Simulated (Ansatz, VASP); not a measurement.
**BP: VASP beside Ansatz**

Aim: how closely do two programs agree when they are given the same cell, functional and k mesh? The cell is taken from a series of runs on this material, whose earlier steps may have relaxed, scaled, displaced or heated it; both programs get it as it stands.

Method: plane waves, with VASP 6.6.1 beside it; dielectric response at PBE, in Ansatz 0.2.0.

## Step 1: The structure

The structure is cubic, space group F-43m (No. 216). The conventional cell has a = 4.538 Å, b = 4.538 Å, c = 4.538 Å, α = 90.00°, β = 90.00°, γ = 90.00°. Nearest to B lie 4 P at 1.97 Å. Nearest to P lie 4 B at 1.97 Å. Farther neighbours are not listed.

Structure file:

```
B P
1.0
     0.00000    2.26900    2.26900
     2.26900    0.00000    2.26900
     2.26900    2.26900    0.00000
B P
1 1
Direct
  0.00000 0.00000 0.00000
  0.25000 0.25000 0.25000
```

## Step 2: VASP: dielectric response, PBE

The response to a field tests empty states and converges slowly with the mesh.

Lines of VASP's logs that name or quote its potential files are left out, and so is its time.

INCAR

```
SYSTEM = BP
PREC = Accurate
ENCUT = 420
EDIFF = 1E-08
NELM = 120
ISMEAR = 0
SIGMA = 0.01
LREAL = .FALSE.
ALGO = Normal
GGA = PE
NBANDS = 10
LORBIT = 11
LWAVE = .FALSE.
LCHARG = .FALSE.
ISIF = 2
LEPSILON = .TRUE.
LASPH = .TRUE.
GGA_COMPAT = .FALSE.
```

POSCAR

```
BP
1.0
    0.0000000000      2.2690000000      2.2690000000
    2.2690000000      0.0000000000      2.2690000000
    2.2690000000      2.2690000000      0.0000000000
B P
1 1
Direct
    0.0000000000      0.0000000000      0.0000000000
    0.2500000000      0.2500000000      0.2500000000
```

KPOINTS

```
Automatic mesh
0
Gamma
8 8 8
0 0 0
```

Potentials, in the order of the species: B and P (PBE family, release 64).

The run is started by

```
mpirun -np 1 vasp_std
```

Numbers of over 12 decimals in the logs are rounded to 6 here.

The log of the run:

```text
[banner, memory and clock lines left out]
running    1 mpi-ranks, on    1 nodes
 distrk:  each k-point on    1 cores,    1 groups
 distr:  one band on    1 cores,    1 groups

 POSCAR found type information on POSCAR B P
 POSCAR found :  2 types and       2 ions
 LDA part: xc-table for (Slater+PW92), standard interpolation
 POSCAR, INCAR and KPOINTS ok, starting setup
 FFT: planning ... GRIDC
 FFT: planning ... GRID_SOFT
 FFT: planning ... GRID
 WAVECAR not read
 entering main loop
       N       E                     dE             d eps       ncg     rms          rms(c)
DAV:   1     0.667897978524E+01    0.66790E+01   -0.35879E+03   580   0.609E+02
DAV:   2    -0.131862295738E+02   -0.19865E+02   -0.19455E+02   796   0.101E+02
DAV:   3    -0.136344693654E+02   -0.44824E+00   -0.44748E+00   696   0.142E+01
DAV:   4    -0.136362879292E+02   -0.18186E-02   -0.18182E-02   732   0.102E+00
DAV:   5    -0.136362970618E+02   -0.91327E-05   -0.91322E-05   722   0.672E-02    0.721E+00
DAV:   6    -0.130263169862E+02    0.60998E+00   -0.14485E+00   652   0.557E+00    0.390E+00
DAV:   7    -0.129355530728E+02    0.90764E-01   -0.23955E-01   742   0.260E+00    0.132E+00
DAV:   8    -0.129276114026E+02    0.79417E-02   -0.28390E-02   670   0.985E-01    0.207E-01
DAV:   9    -0.129279245546E+02   -0.31315E-03   -0.65082E-04   652   0.185E-01    0.123E-01
DAV:  10    -0.129281247610E+02   -0.20021E-03   -0.28660E-04   694   0.110E-01    0.290E-02
DAV:  11    -0.129281344092E+02   -0.96482E-05   -0.10573E-05   756   0.230E-02    0.315E-02
DAV:  12    -0.129281353565E+02   -0.94727E-06   -0.37401E-06   686   0.105E-02    0.759E-03
DAV:  13    -0.129281353230E+02    0.33423E-07   -0.72798E-08   728   0.200E-03    0.452E-03
DAV:  14    -0.129281353951E+02   -0.72042E-07   -0.33788E-08   660   0.109E-03    0.413E-04
DAV:  15    -0.129281353725E+02    0.22535E-07   -0.19100E-09   330   0.313E-04    0.600E-04
DAV:  16    -0.129281353754E+02   -0.28798E-08   -0.54068E-10   318   0.124E-04
   1 F= -.12928135E+02 E0= -.12928135E+02  d E =-.379701E-37
 Linear response reoptimize wavefunctions to high precision
DAV:   1    -0.129281353746E+02    0.83219E-09   -0.33033E-11   344   0.393E-05
DAV:   2    -0.129281353746E+02   -0.18758E-10   -0.14879E-12   314   0.107E-05
 Linear response G [H, r] |phi>, progress :
  Direction:   1
       N       E                     dE             d eps       ncg     rms
RMM:   1    -0.455306464023E+02   -0.45531E+02   -0.95526E+01  1447   0.448E+01
RMM:   2    -0.333810123625E+02    0.12150E+02   -0.15036E+00   939   0.113E+01
RMM:   3    -0.334797830863E+02   -0.98771E-01    0.18855E-01   987   0.120E+00
RMM:   4    -0.334976130439E+02   -0.17830E-01    0.45287E-02  1017   0.150E-01
RMM:   5    -0.335016141365E+02   -0.40011E-02    0.57017E-03  1022   0.202E-02
RMM:   6    -0.335025137339E+02   -0.89960E-03   -0.32941E-03  1051   0.327E-03
RMM:   7    -0.335029336811E+02   -0.41995E-03   -0.75514E-03  1012   0.778E-04
RMM:   8    -0.335030153294E+02   -0.81648E-04   -0.82878E-03   866   0.401E-04
RMM:   9    -0.335030154269E+02   -0.97503E-07   -0.82375E-03   757   0.356E-04
RMM:  10    -0.335030285204E+02   -0.13093E-04   -0.81780E-03   710   0.349E-04
RMM:  11    -0.335030229919E+02    0.55285E-05   -0.80338E-03   606   0.347E-04
RMM:  12    -0.335030267719E+02   -0.37800E-05   -0.80735E-03   528   0.349E-04
 Linear response G [H, r] |phi>, progress :
  Direction:   2
       N       E                     dE             d eps       ncg     rms
RMM:   1    -0.419690105010E+02   -0.41969E+02   -0.92988E+01  1440   0.427E+01
RMM:   2    -0.340479051141E+02    0.79211E+01   -0.44260E-01   931   0.973E+00
RMM:   3    -0.341742039853E+02   -0.12630E+00    0.20669E-01   978   0.998E-01
RMM:   4    -0.341926620624E+02   -0.18458E-01    0.45103E-02  1014   0.129E-01
RMM:   5    -0.341966584812E+02   -0.39964E-02    0.54529E-03  1021   0.173E-02
RMM:   6    -0.341976889802E+02   -0.10305E-02   -0.48534E-03  1048   0.288E-03
RMM:   7    -0.341980178957E+02   -0.32892E-03   -0.81183E-03  1013   0.729E-04
RMM:   8    -0.341980867979E+02   -0.68902E-04   -0.87830E-03   852   0.412E-04
RMM:   9    -0.341980868101E+02   -0.12243E-07   -0.87682E-03   766   0.372E-04
RMM:  10    -0.341980964648E+02   -0.96547E-05   -0.88769E-03   740   0.369E-04
RMM:  11    -0.341980967181E+02   -0.25330E-06   -0.88750E-03   622   0.368E-04
RMM:  12    -0.341980998486E+02   -0.31305E-05   -0.88679E-03   533   0.369E-04
 Linear response G [H, r] |phi>, progress :
  Direction:   3
       N       E                     dE             d eps       ncg     rms
RMM:   1    -0.252888353646E+02   -0.25289E+02    0.64303E+01  1381   0.415E+01
RMM:   2    -0.203101048664E+02    0.49787E+01   -0.24141E+00   931   0.986E+00
RMM:   3    -0.202816782220E+02    0.28427E-01   -0.44525E-02   977   0.111E+00
RMM:   4    -0.202808919015E+02    0.78632E-03   -0.45943E-04  1009   0.143E-01
RMM:   5    -0.202808912233E+02    0.67824E-06   -0.15273E-05  1014   0.203E-02
RMM:   6    -0.202808911844E+02    0.38911E-07   -0.10804E-06  1012   0.345E-03
RMM:   7    -0.202808911701E+02    0.14298E-07   -0.99157E-07   974   0.896E-04
RMM:   8    -0.202808913552E+02   -0.18506E-06   -0.49319E-06   862   0.495E-04
RMM:   9    -0.202808913811E+02   -0.25984E-07   -0.38116E-06   718   0.436E-04
RMM:  10    -0.202808913959E+02   -0.14797E-07    0.20554E-05   631   0.433E-04
RMM:  11    -0.202808914162E+02   -0.20232E-07   -0.13004E-05   545   0.432E-04
RMM:  12    -0.202808914242E+02   -0.80037E-08   -0.29488E-05   460   0.433E-04
 Linear response to external field (no local field effect), progress :
  Direction:   1
       N       E                     dE             d eps       ncg     rms          rms(c)
RMM:   1    -0.687655110304E+00   -0.68766E+00   -0.31685E+00  1288   0.329E+00
RMM:   2    -0.714893563174E+00   -0.27238E-01   -0.69877E-03   942   0.495E-01
RMM:   3    -0.714941621322E+00   -0.48058E-04   -0.50927E-05   969   0.405E-02
RMM:   4    -0.714941968617E+00   -0.34730E-06   -0.55320E-07   982   0.448E-03
RMM:   5    -0.714941969210E+00   -0.59288E-09   -0.98073E-09   970   0.479E-04
 change of polarisation eV/A/(eV/A) component  1 :     1.430     0.783     0.157
 dielectric tensor                  component  1 :    12.075     6.062     1.219
 Linear response to external field (no local field effect), progress :
  Direction:   2
       N       E                     dE             d eps       ncg     rms          rms(c)
RMM:   1    -0.686803981968E+00   -0.68680E+00   -0.31380E+00  1294   0.330E+00
RMM:   2    -0.713690474703E+00   -0.26886E-01   -0.70422E-03   941   0.486E-01
RMM:   3    -0.713744186234E+00   -0.53712E-04   -0.52126E-05   973   0.397E-02
RMM:   4    -0.713744603610E+00   -0.41738E-06   -0.64044E-07   983   0.434E-03
RMM:   5    -0.713744606070E+00   -0.24604E-08   -0.12591E-08   968   0.465E-04
 change of polarisation eV/A/(eV/A) component  2 :     0.783     1.427    -0.181
 dielectric tensor                  component  2 :     6.061    12.056    -1.400
 Linear response to external field (no local field effect), progress :
  Direction:   3
       N       E                     dE             d eps       ncg     rms          rms(c)
RMM:   1    -0.275919062694E+00   -0.27592E+00   -0.11962E+00  1283   0.231E+00
RMM:   2    -0.285847799839E+00   -0.99287E-02   -0.28676E-03   943   0.344E-01
RMM:   3    -0.285877739759E+00   -0.29940E-04   -0.25665E-05   966   0.308E-02
RMM:   4    -0.285877988319E+00   -0.24856E-06   -0.41524E-07   980   0.358E-03
RMM:   5    -0.285877990757E+00   -0.24377E-08   -0.14380E-08   966   0.436E-04
 change of polarisation eV/A/(eV/A) component  3 :     0.158    -0.181     0.572
 dielectric tensor                  component  3 :     1.221    -1.400     5.428
 Linear response to external field, progress :
  Direction:   1
       N       E                     dE             d eps       ncg     rms          rms(c)
RMM:   1    -0.550198151804E+00   -0.55020E+00   -0.25016E+00  4257   0.296E+00
RMM:   2    -0.571482102044E+00   -0.21284E-01   -0.55371E-03  3070   0.439E-01    0.124E+00
RMM:   3    -0.560269609850E+00    0.11212E-01   -0.67016E-03  3137   0.473E-01    0.711E-01
RMM:   4    -0.579999012638E+00   -0.19729E-01   -0.71643E-03  3118   0.500E-01    0.129E-01
RMM:   5    -0.586697975058E+00   -0.66990E-02   -0.20802E-04  3136   0.996E-02    0.213E-02
RMM:   6    -0.586817742947E+00   -0.11977E-03   -0.48550E-06  3265   0.127E-02    0.106E-02
RMM:   7    -0.587071876568E+00   -0.25413E-03   -0.23181E-06  3152   0.100E-02    0.571E-04
RMM:   8    -0.587081136084E+00   -0.92595E-05   -0.43917E-08  3382   0.869E-04    0.266E-04
RMM:   9    -0.587084907150E+00   -0.37711E-05   -0.23319E-08  3290   0.523E-04    0.101E-04
RMM:  10    -0.587085030554E+00   -0.12340E-06    0.67350E-09  2758   0.701E-05    0.263E-05
RMM:  11    -0.587085213965E+00   -0.18341E-06    0.13558E-08  2445   0.796E-05    0.328E-06
 change of polarisation eV/A/(eV/A) component  1 :     1.098     0.332     0.195
 dielectric tensor                  component  1 :     9.505     2.571     1.508
 Linear response to external field, progress :
  Direction:   2
       N       E                     dE             d eps       ncg     rms          rms(c)
RMM:   1    -0.550101085946E+00   -0.55010E+00   -0.25006E+00  4257   0.296E+00
RMM:   2    -0.571476313879E+00   -0.21375E-01   -0.56751E-03  3071   0.440E-01    0.124E+00
RMM:   3    -0.560268711524E+00    0.11208E-01   -0.67249E-03  3136   0.473E-01    0.711E-01
RMM:   4    -0.579996226832E+00   -0.19728E-01   -0.71737E-03  3118   0.500E-01    0.130E-01
RMM:   5    -0.586696499143E+00   -0.67003E-02   -0.20792E-04  3134   0.996E-02    0.213E-02
RMM:   6    -0.586818282868E+00   -0.12178E-03   -0.48621E-06  3265   0.127E-02    0.105E-02
RMM:   7    -0.587071798565E+00   -0.25352E-03   -0.23078E-06  3149   0.999E-03    0.571E-04
RMM:   8    -0.587081091259E+00   -0.92927E-05   -0.58406E-08  3395   0.870E-04    0.265E-04
RMM:   9    -0.587084833909E+00   -0.37427E-05   -0.40638E-08  3297   0.518E-04    0.100E-04
RMM:  10    -0.587084960316E+00   -0.12641E-06   -0.24399E-08  2738   0.682E-05    0.266E-05
RMM:  11    -0.587085140637E+00   -0.18032E-06   -0.44123E-09  2433   0.775E-05    0.328E-06
 change of polarisation eV/A/(eV/A) component  2 :     0.320     1.098     0.171
 dielectric tensor                  component  2 :     2.475     9.505     1.321
 Linear response to external field, progress :
  Direction:   3
       N       E                     dE             d eps       ncg     rms          rms(c)
RMM:   1    -0.550109598392E+00   -0.55011E+00   -0.25007E+00  4258   0.296E+00
RMM:   2    -0.571476459204E+00   -0.21367E-01   -0.56689E-03  3070   0.440E-01    0.124E+00
RMM:   3    -0.560268730016E+00    0.11208E-01   -0.67266E-03  3137   0.473E-01    0.711E-01
RMM:   4    -0.579996150501E+00   -0.19727E-01   -0.71747E-03  3118   0.501E-01    0.130E-01
RMM:   5    -0.586696490251E+00   -0.67003E-02   -0.20816E-04  3135   0.997E-02    0.213E-02
RMM:   6    -0.586818244081E+00   -0.12175E-03   -0.48635E-06  3265   0.128E-02    0.105E-02
RMM:   7    -0.587071750956E+00   -0.25351E-03   -0.23048E-06  3155   0.999E-03    0.571E-04
RMM:   8    -0.587081046591E+00   -0.92956E-05   -0.48103E-08  3382   0.871E-04    0.265E-04
RMM:   9    -0.587084787814E+00   -0.37412E-05   -0.26284E-08  3299   0.520E-04    0.100E-04
RMM:  10    -0.587084915427E+00   -0.12761E-06   -0.67659E-10  2745   0.702E-05    0.266E-05
RMM:  11    -0.587085095586E+00   -0.18016E-06    0.10554E-08  2429   0.796E-05    0.325E-06
 change of polarisation eV/A/(eV/A) component  3 :     0.249     0.278     1.098
 dielectric tensor                  component  3 :     1.928     2.151     9.505
 Born effective charges drift removed
```

OUTCAR, selected parts (step 2):

```text
ion  position               nearest neighbor table
   1  0.000  0.000  0.000-   2 1.97   2 1.97   2 1.97   2 1.97
   2  0.250  0.250  0.250-   1 1.97   1 1.97   1 1.97   1 1.97

  LATTYP: Found a face centered cubic cell.
 ALAT       =     4.5380000000

 Subroutine GETGRP returns: Found 24 space group operations
 (whereof 24 operations were pure point group operations)

The static configuration has the point symmetry T_d .

 Found     29 irreducible k-points:

   k-points           NKPTS =     29   k-points in BZ     NKDIM =     29   number of bands    NBANDS=     10

   dimension x,y,z NGX =    24 NGY =   24 NGZ =   24
   dimension x,y,z NGXF=    48 NGYF=   48 NGZF=   48

   ENCUT  =  420.0 eV  30.87 Ry    5.56 a.u.   5.36  5.36  5.36*2*pi/ulx,y,z

   NELECT =       8.0000    total number of electrons

 k-points in reciprocal lattice and weights: Automatic mesh
   0.00000000  0.00000000  0.00000000       0.002
   0.12500000  0.00000000  0.00000000       0.016
   0.25000000  0.00000000  0.00000000       0.016
   0.37500000  0.00000000  0.00000000       0.016
   0.50000000  0.00000000  0.00000000       0.008
   0.12500000  0.12500000  0.00000000       0.012
   0.25000000  0.12500000  0.00000000       0.047
   0.37500000  0.12500000  0.00000000       0.047
   0.50000000  0.12500000  0.00000000       0.047
[...]
-0.37500000  0.50000000  0.12500000       0.023
  -0.25000000  0.50000000  0.25000000       0.012

 average (electrostatic) potential at core
       1 -24.7896       2 -81.2775

  Total        0.1394660      0.1394660      0.1394660     -0.0000000      0.0000000     -0.0000000
  in kB        9.5641280      9.5641280      9.5641280     -0.0000000      0.0000000     -0.0000000
  external PRESSURE =       9.5641280 kB  Pullay stress =       0.0000000 kB

  energy-cutoff  :      420.00
  volume of cell :       23.36
      direct lattice vectors                 reciprocal lattice vectors
     0.000000000  2.269000000  2.269000000    -0.220361393  0.220361393  0.220361393
     2.269000000  0.000000000  2.269000000     0.220361393 -0.220361393  0.220361393
     2.269000000  2.269000000  0.000000000     0.220361393  0.220361393 -0.220361393

 POSITION                                       TOTAL-FORCE (eV/Angst)
 -----------------------------------------------------------------------------------
      0.00000      0.00000      0.00000        -0.000000     -0.000000     -0.000000
      1.13450      1.13450      1.13450         0.000000      0.000000      0.000000
 -----------------------------------------------------------------------------------
    total drift:                                0.000000      0.000000      0.000000

 MACROSCOPIC STATIC DIELECTRIC TENSOR (including local field effects in DFT)
 ------------------------------------------------------
           9.505203    -0.000000     0.000000
           0.000000     9.505203     0.000000
          -0.000000    -0.000000     9.505203
 ------------------------------------------------------

 PIEZOELECTRIC TENSOR (including local field effects)  for field in x, y, z        (C/m^2)
          XX          YY          ZZ          XY          YZ          ZX
  --------------------------------------------------------------------------------
  x    -0.00000     0.00000    -0.00000     0.00000     0.10867     0.00000
  y     0.00000     0.00000    -0.00000     0.00000     0.00000     0.10867
  z     0.00000     0.00000    -0.00000     0.10867     0.00000     0.00000

 BORN EFFECTIVE CHARGES (including local field effects) (in |e|, cummulative output)
 ---------------------------------------------------------------------------------
 ion    1
    1    -0.49220     0.00000     0.00000
    2     0.00000    -0.49220    -0.00000
    3     0.00000     0.00000    -0.49220
 ion    2
    1     0.49220     0.00000    -0.00000
    2     0.00000     0.49220     0.00000
    3    -0.00000    -0.00000     0.49220
```

[end of part 1 of 2]

[Lines on the potential files, build, host, timing and source positions are cut from VASP's logs without a mark.]

[Logs are printed without paths, hosts, clocks, repeated set-up lines and the standing remarks that a program may print on its own settings, such as how far it seeks lower states.]

[Hosts, paths, dates, database ids (printed as entryN), source tags and the programs' standing remarks are cut or masked in the printed files.]
